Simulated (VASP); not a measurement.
Consider the following.

```yaml
crystal:
  lattice:
    - [0.00000, 2.24443, 2.24443]
    - [2.24443, 0.00000, 2.24443]
    - [2.24443, 2.24443, 0.00000]
  atoms:
    - { symbol: Mg, position: [0.00000, 0.00000, 0.00000] }
```

Calculation: r2SCAN meta-GGA, VASP's PBE PAW potentials (set 64) (plane waves; VASP). Settings: 400 eV cut-off, 16×16×16 Γ-centred mesh, tetrahedra with Blöchl corrections, potentials Mg.

Task: What does the run give for the energy per atom (σ→0), band gap (over mesh and band path) with the smallest direct gap where there is one?

Result: 
* **band gap (over mesh and band path)**: none (metal, semimetal or under 0.01 eV)
* **energy per atom (σ→0)**: -4.130 eV/atom

The structure was generated: Mg was put into the fcc type (Fm-3m), which need not be its known phase. It was relaxed first.
